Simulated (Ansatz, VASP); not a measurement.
## AlN in two plane-wave programs

Aim: how closely do two programs agree when they are given the same cell, functional and k mesh? The cell is taken from a series of runs on this material, whose earlier steps may have relaxed, scaled, displaced or heated it; both programs get it as it stands. Other levels of theory on this material are compared in a session of their own.

Program: Ansatz 0.2.0. Level of theory: plane waves, with VASP 6.6.1 beside it; relaxation of cell and atoms at LDA. Results are calculated unless marked as measured.

## 1. The starting structure

It takes space group P6_3mc (No. 186, hexagonal). Conventional cell: a = 3.089 Å, b = 3.089 Å, c = 4.943 Å, α = 90.00°, β = 90.00°, γ = 120.00°. Nearest to N lie 4 Al at 1.88 to 1.89 Å. Nearest to Al lie 4 N at 1.88 to 1.89 Å. Farther neighbours and most contacts between anions are not listed.

## 2. Ansatz: relaxation of cell and atoms, LDA

Ansatz runs on its PAW soft_1 files.

The relaxed volume is the usual yardstick between codes: in a stiff, nearly cubic crystal its relative difference is about their pressure difference at one cell divided by the bulk modulus.

File input.yaml:

```yaml
crystal:
  lattice:
    - [3.0886224673, 0.0, 0.0]
    - [-1.5443112336, 2.6748255194, 0.0]
    - [0.0, 0.0, 4.9431753238]
  atoms:
    - { symbol: "N", position: [0.3333333333, 0.6666666667, 0.3809902453] }
    - { symbol: "N", position: [0.6666666667, 0.3333333333, 0.8809902453] }
    - { symbol: Al, position: [0.3333333333, 0.6666666667, -0.0009902453] }
    - { symbol: Al, position: [0.6666666667, 0.3333333333, 0.4990097547] }
kpoints:
  mp_grid: { grid: [9, 9, 6] }
hamiltonian:
  xc: lda
  pseudopotentials: { kind: paw, azcp: { folder: soft_1 }, xc_functional: pbe }
scf:
  occupations: { method: fixed }
output:
  forces: true
  stress: true
  eigenvalues: true
relax:
  adjacent_minimum: "off"
  f_tol: 0.001
  max_steps: 60
  cell: { stress_tol: 0.01 }
```

On the command line:

```sh
$ ansatz run input.yaml --threads 8 --pin off --max-ram 16384MiB --backend cpu --events-out ev --progress --plain --runs-dir out
```

Numbers of over 12 decimals in the logs are rounded to 6 here.

Output:

```text
Engine: ansatz 0.2.0, aarch64-unknown-linux-gnu
Pseudopotentials: kind: paw
Pseudopotential: N, paw, valence charge 5, recommended cutoff 420 eV (normal), soft_1/N.paw.azcp
Pseudopotential: Al, paw, valence charge 3, recommended cutoff 420 eV (normal), soft_1/Al.paw.azcp
Functional definition: SPW92
  exchange = slater_x
  correlation = pw_c
Crystal: 4 atoms, lattice volume = 40.838 Å³
Basis set: ecut = 420 eV, 785 PW (Γ)
Bands: 12, of which v1, the nominal top of the filled ones, is band 8 counted from 1 (7 counted from 0)
Symmetry: 12 space group operations
Space group: P63mc (ITA 186), of the structure as read, at distance tolerance 3.4e-5 Å
k-points: 48 of 486 (time reversal used)
Non-local potential: N, projectors of the file, l = 0: 2, l = 1: 2, l = 2: 1
Non-local potential: Al, projectors of the file, l = 0: 2, l = 1: 2, l = 2: 1
PAW form: soft (Blöchl's): semilocal exchange-correlation on the pseudo side does not see the compensation charge
PAW frozen core: N, regenerated for the run's functional, and the local potential with it (the file was generated under x = pbe(κ = 0.804, μ = 0.219515), c = pbe(β = 0.066725))
PAW frozen core: Al, regenerated for the run's functional, and the local potential with it (the file was generated under x = pbe(κ = 0.804, μ = 0.219515), c = pbe(β = 0.066725))
PAW one-centre angular grid: N, 110 points (default); XC on 64 Gauss nodes
PAW one-centre angular grid: Al, 110 points (default); XC on 64 Gauss nodes
Initial density: superposition of atomic densities (chi_scale 0.1, normalization cell, long waves kept (reshape's long-wave potential 0.00 eV rms))
Initial wavefunctions: pseudopotential atomic-orbital guess
Functional: x = slater, c = lda
SCF iter   1: F=—  HF=-1782.778224 eV  |F-HF|=—  |Δ(HF+E_count)|=         —  Δρ=1.38e-1  dr2=9.31e0  ethr=3.10e-3  ⟨swp⟩=4.7  Hψ=3127  notcnv=0  defer=42
preconditioner: auto → none  [insulator: Δε(μ)=5.816 eV  Ē_g=14.369 eV  n_scr=2 (ndim 8)  ℏωp=23.2 eV  f_vac=0.000  ε∞_Penn≈3.6]
SCF iter   2: F=—  HF=-1780.188368 eV  |F-HF|=—  |Δ(HF+E_count)|=    2.59e0  Δρ=7.64e-2  dr2=1.43e0  ethr=3.10e-3  ⟨swp⟩=3.3  Hψ=1765  notcnv=0  defer=91
SCF iter   3: F=—  HF=-1779.752342 eV  |F-HF|=—  |Δ(HF+E_count)|=   4.36e-1  Δρ=2.21e-2  dr2=1.03e-1  ethr=3.10e-3  ⟨swp⟩=2.1  Hψ=1384  notcnv=0  defer=84
SCF iter   4: F=—  HF=-1779.712835 eV  |F-HF|=—  |Δ(HF+E_count)|=   3.95e-2  Δρ=8.56e-4  dr2=9.20e-5  ethr=6.43e-4  ⟨swp⟩=2.0  Hψ=693  notcnv=0  defer=96
SCF iter   5: F=—  HF=-1779.712749 eV  |F-HF|=—  |Δ(HF+E_count)|=   8.62e-5  Δρ=2.15e-4  dr2=5.60e-6  ethr=5.75e-7  ⟨swp⟩=2.0  Hψ=961  notcnv=0  defer=96
SCF iter   6: F=-1779.712745 eV  HF=-1779.712745 eV  |F-HF|=3.34e-8  |Δ(HF+E_count)|=   3.72e-6  Δρ=1.89e-5  dr2=7.90e-8  ethr=6.25e-10  ⟨swp⟩=5.1  Hψ=3679  notcnv=0
SCF 1 converged in 6 iterations: F = -1779.712745 eV  dr2 = 7.90e-8
  greatest PAW one-centre occupation: 0.783 electrons in one spin orbital (limit 2), on the N atom at site 1 (counted from 0), in its partial waves of l = 0
relax step   1: F+E_penalty+E_count = -1779.71274495 eV  Δ(F+E_penalty+E_count) = +0.000e0 eV  max|allowed force component| = 1.371e-5 eV/Å  Δτ_max = 0.0000 Å  P = -0.002 GPa  Ω = 40.838 Å³  (6 SCF iters, dr2 threshold 1.00e-7 eV, accepted)
Initial density: handed on by an earlier stage of this run
Initial wavefunctions: pseudopotential atomic-orbital guess (no wavefunctions were taken with the density)
iter 1 solved again at ethr=8.82e-9 eV; its pass at ethr=3.10e-3 eV (dr2=1.41e-6 eV) is discarded
SCF iter   1: F=—  HF=-1779.712745 eV  |F-HF|=—  |Δ(HF+E_count)|=         —  Δρ=1.89e-5  dr2=7.94e-8  ethr=8.82e-9  ⟨swp⟩=3.0  Hψ=4913  notcnv=0  defer=96
preconditioner: auto → none  [insulator: Δε(μ)=4.416 eV  Ē_g=13.144 eV  n_scr=2 (ndim 8)  ℏωp=23.2 eV  f_vac=0.000  ε∞_Penn≈4.1]
SCF iter   2: F=—  HF=-1779.712745 eV  |F-HF|=—  |Δ(HF+E_count)|=   1.38e-8  Δρ=9.02e-6  dr2=9.80e-9  ethr=4.96e-10  ⟨swp⟩=2.1  Hψ=861  notcnv=0  defer=96
SCF iter   3: F=—  HF=-1779.712745 eV  |F-HF|=—  |Δ(HF+E_count)|=   1.61e-9  Δρ=4.06e-6  dr2=3.34e-9  ethr=6.13e-11  ⟨swp⟩=2.0  Hψ=924  notcnv=0  defer=96
SCF iter   4: F=—  HF=-1779.712745 eV  |F-HF|=—  |Δ(HF+E_count)|=  3.47e-10  Δρ=2.24e-7  dr2=1.01e-11  ethr=2.09e-11  ⟨swp⟩=2.0  Hψ=869  notcnv=0  defer=96
SCF iter   5: F=-1779.712745 eV  HF=-1779.712745 eV  |F-HF|=0.00e0  |Δ(HF+E_count)|=  1.36e-12  Δρ=3.92e-8  dr2=3.02e-13  ethr=1.00e-12  ⟨swp⟩=7.4  Hψ=3455  notcnv=0
SCF 2 converged in 5 iterations: F = -1779.712745 eV  dr2 = 3.02e-13
relax step   2: F+E_penalty+E_count = -1779.71274497 eV  Δ(F+E_penalty+E_count) = -1.883e-8 eV  max|allowed force component| = 2.579e-5 eV/Å  Δτ_max = 0.0000 Å  P = -0.002 GPa  Ω = 40.838 Å³  stress off target by 3.35e-3 GPa  SCF on the basis re-selected at this cell (its energy is not comparable with the rows above)  (5 SCF iters)
basis re-selected at this cell: Δ(F+E_penalty+E_count) = -1.883e-8 eV, ΔP = -0.001 GPa vs the last step (what re-selecting the basis moved, of the pressure what is left beyond the Pulay correction that the steps carried, after the strain that the cell walked since its last selection, with what the two solves' SCF thresholds leave and, on support functions, any second-order correction that the steps lacked; it is no m [...]
SCF converged after 5 iterations
Free energy (F): -1779.712745 eV
Harris-Foulkes:  -1779.712745 eV  (|F-HF|=0.00e0)
Internal energy: -1779.712745 eV  (E = F + TS)
E sigma→0 (E₀):  -1779.712745 eV
Fermi energy:    7.095270 eV
--- Per-component energies (eV) ---
  E_band       = 29.386842
  E_kinetic    = 313.985346
  E_local      = -417.738018  (includes V_loc(G=0)·N_el)
  E_nonlocal   = 93.398244
  E_hartree    = 152.386879
  E_xc         = -196.400463
  E_vxc        = -213.861940  (∫ρ·V_xc dr)
  E_paw        = -1129.325579  (= ΣΔE_a)
  E_vpaw       = -51.172188  (= ΣTr[D̂ρ^β])
  E_aug_tail   = 0.001642  (compensation charges beyond the density's cutoff)
  E_ewald      = -596.292316
  E_core_change = 0.271521  (= ΣΔE_core)
  E_smearing   = -0.000000  (= −TS)
  E_closure    = -0.000000  (closes the sum)
  Σ components = -1779.712745   (vs F -1779.712745, Δ=0.00e0)
--- Forces (eV/Å), atoms counted from 1 ---
  atom   1  N     -0.00000000     0.00000000    -0.00002168
  atom   2  N      0.00000000    -0.00000000    -0.00002168
  atom   3  Al     0.00000000    -0.00000000     0.00002990
  atom   4  Al    -0.00000000    -0.00000000     0.00002990
  max |Σ_I F_I| component: 1.64e-5 eV/Å
--- Stress (GPa, compression-positive) ---
       -0.001963      -0.000000      -0.000000
        0.000000      -0.001963       0.000000
       -0.000000       0.000000      -0.003346
  P = ⅓ Tr σ = -0.0024 GPa (-0.024 kbar)
--- Band table (eV; the first three rows and the last of 48) ---
  k-point 0: bands = [... 4 lower, 6.2090, 6.8672, 6.8672, 7.0953, 11.5111, 13.8318, 17.7538, 18.2026]
  k-point 1: bands = [... 4 lower, 6.2507, 6.4977, 6.8205, 6.8205, 11.9883, 13.9061, 17.5741, 18.1707]
  k-point 2: bands = [... 4 lower, 6.3658, 6.3658, 6.6950, 6.6950, 12.9180, 13.9913, 17.2792, 18.2228]
  k-point 47: bands = [... 4 lower, 3.1126, 3.1126, 6.2892, 6.2892, 14.4551, 14.4551, 14.9279, 14.9279]
--- Relaxed structure (1 steps of the walk, 1 accepted, 1 SCFs on fresh bases) ---
  F+E_penalty+E_count = -1779.71274497 eV   max|allowed force component| = 2.579e-5 eV/Å   (the final SCF, on the basis selected at the relaxed cell)
  cell:  # Å, volume = 40.8382 Å³
    - [3.088622, -2.8867515549699787e-11, 0.0]
    - [-1.544311, 2.674826, 0.0]
    - [0.0, 0.0, 4.9431753238]
  atoms:
    - { symbol: N, position: [0.333333, 0.666667, 0.3809902453] }
    - { symbol: N, position: [0.666667, 0.333333, 0.8809902453] }
    - { symbol: Al, position: [0.333333, 0.666667, -0.000990245] }
    - { symbol: Al, position: [0.666667, 0.333333, 0.499010] }
```

Reading the cycles: dr2 is the Hartree energy of the density residual (eV), the measure of convergence; HF is the Harris–Foulkes estimate of the energy, which meets the free energy F at convergence.

## 3. VASP: relaxation of cell and atoms, LDA

The same cell, functional (in two slightly different forms) and mesh now go to VASP, with its own data sets.

Lines of VASP's logs that name or quote its potential files are left out, and so is its time.

File INCAR:

```
SYSTEM = AlN
PREC = Accurate
ENCUT = 600
EDIFF = 1E-07
NELM = 120
ISMEAR = 0
SIGMA = 0.01
LREAL = .FALSE.
ALGO = Normal
GGA = CA
NBANDS = 14
LORBIT = 11
LWAVE = .FALSE.
LCHARG = .FALSE.
ISIF = 3
IBRION = 2
NSW = 80
EDIFFG = -0.005
LASPH = .TRUE.
GGA_COMPAT = .FALSE.
NELMIN = 4
EFERMI = MIDGAP
KPAR = 2
```

File POSCAR:

```
AlN
1.0
    3.0886220000      0.0000000000      0.0000000000
   -1.5443110000      2.6748260000      0.0000000000
    0.0000000000      0.0000000000      4.9431750000
N Al
2 2
Direct
    0.3333332710      0.6666665420      0.3809903554
    0.6666667290      0.3333334580      0.8809902542
    0.3333332710      0.6666665420      0.9990097458
    0.6666667290      0.3333334580      0.4990098469
```

File KPOINTS:

```
Automatic mesh
0
Gamma
9 9 6
0 0 0
```

Potentials, in the order of the species: N and Al (LDA family, release 64).

On the command line:

```sh
$ mpirun -np 2 vasp_std
```

Output:

```text
[banner, memory and clock lines left out]
running    2 mpi-ranks, on    1 nodes
 distrk:  each k-point on    1 cores,    2 groups
 distr:  one band on    1 cores,    1 groups

 POSCAR found type information on POSCAR N Al
 POSCAR found :  2 types and       4 ions
 LDA part: xc-table for (Slater(with rela. corr.)+CA(PZ))
 , standard interpolation
 POSCAR, INCAR and KPOINTS ok, starting setup
 FFT: planning ... GRIDC
 FFT: planning ... GRID_SOFT
 FFT: planning ... GRID
 WAVECAR not read
 entering main loop
       N       E                     dE             d eps       ncg     rms          rms(c)
DAV:   1     0.466737739509E+02    0.46674E+02   -0.81795E+03  1344   0.115E+03
DAV:   2    -0.341833767410E+02   -0.80857E+02   -0.74315E+02  1868   0.204E+02
DAV:   3    -0.379658444312E+02   -0.37825E+01   -0.37665E+01  1800   0.457E+01
DAV:   4    -0.379884404470E+02   -0.22596E-01   -0.22594E-01  1518   0.431E+00
DAV:   5    -0.379886649455E+02   -0.22450E-03   -0.22448E-03  1794   0.422E-01    0.124E+01
DAV:   6    -0.329468634531E+02    0.50418E+01   -0.14174E+01  1548   0.276E+01    0.443E+00
DAV:   7    -0.329022029625E+02    0.44660E-01   -0.70947E-01  1614   0.552E+00    0.280E+00
DAV:   8    -0.328470643465E+02    0.55139E-01   -0.84717E-02  1548   0.260E+00    0.396E-01
DAV:   9    -0.328421309604E+02    0.49334E-02   -0.12057E-02  1740   0.783E-01    0.215E-01
DAV:  10    -0.328422970819E+02   -0.16612E-03   -0.76252E-04  1554   0.200E-01    0.105E-01
DAV:  11    -0.328422480628E+02    0.49019E-04   -0.94534E-05  1668   0.795E-02    0.201E-02
DAV:  12    -0.328422475471E+02    0.51577E-06   -0.22520E-06  1722   0.115E-02    0.463E-03
DAV:  13    -0.328422473925E+02    0.15456E-06   -0.81869E-07  1734   0.691E-03    0.996E-04
DAV:  14    -0.328422473938E+02   -0.12386E-08   -0.13207E-08  1002   0.103E-03
   1 F= -.32842247E+02 E0= -.32842247E+02  d E =-.328422E+02
 curvature:   0.00 expect dE= 0.000E+00 dE for cont linesearch  0.000E+00
 trial: gam= 0.00000 g(F)=  0.469E-07 g(S)=  0.771E-03 ort = 0.000E+00 (trialstep = 0.100E+01)
 search vector abs. value=  0.771E-03
 bond charge predicted
       N       E                     dE             d eps       ncg     rms          rms(c)
DAV:   1    -0.328435366490E+02   -0.12893E-02   -0.26346E-02  1542   0.149E+00    0.241E-01
DAV:   2    -0.328422914357E+02    0.12452E-02   -0.37636E-03  1566   0.464E-01    0.548E-02
DAV:   3    -0.328422727728E+02    0.18663E-04   -0.15889E-04  1578   0.968E-02    0.217E-02
DAV:   4    -0.328422620974E+02    0.10675E-04   -0.54341E-06  1656   0.186E-02    0.113E-02
DAV:   5    -0.328422595040E+02    0.25934E-05   -0.17524E-06  1578   0.951E-03    0.439E-03
DAV:   6    -0.328422594848E+02    0.19273E-07   -0.64832E-08  1098   0.202E-03
   2 F= -.32842259E+02 E0= -.32842259E+02  d E =-.120910E-04
 trial-energy change:   -0.000012  1 .order   -0.000014   -0.000771    0.000744
 step:   0.5075(harm=  0.5090)  dis= 0.00001  next Energy=   -32.842443 (dE=-0.195E-03)
 bond charge predicted
       N       E                     dE             d eps       ncg     rms          rms(c)
DAV:   1    -0.328427511029E+02   -0.49160E-03   -0.64007E-03  1536   0.734E-01    0.119E-01
DAV:   2    -0.328424497871E+02    0.30132E-03   -0.90965E-04  1566   0.228E-01    0.272E-02
DAV:   3    -0.328424451921E+02    0.45951E-05   -0.38182E-05  1572   0.476E-02    0.108E-02
DAV:   4    -0.328424426249E+02    0.25671E-05   -0.12735E-06  1668   0.904E-03    0.564E-03
DAV:   5    -0.328424419949E+02    0.63003E-06   -0.41894E-07  1566   0.465E-03    0.217E-03
DAV:   6    -0.328424419904E+02    0.45271E-08   -0.14764E-08   900   0.969E-04
   3 F= -.32842442E+02 E0= -.32842442E+02  d E =-.194597E-03
 curvature:  -0.25 expect dE=-0.101E-06 dE for cont linesearch -0.389E-10
 trial: gam= 0.00096 g(F)=  0.311E-07 g(S)=  0.366E-06 ort =-0.343E-06 (trialstep = 0.901E+00)
 search vector abs. value=  0.397E-06
 reached required accuracy - stopping structural energy minimisation
```

(Continued in part 2 of 2.)

[Lines on the potential files, build, host, timing and source positions are cut from VASP's logs without a mark.]

[Logs are printed without paths, hosts, clocks, repeated set-up lines and the standing remarks that a program may print on its own settings, such as how far it seeks lower states.]

[Hosts, paths, dates, database ids (printed as entryN), source tags and the programs' standing remarks are cut or masked in the printed files.]
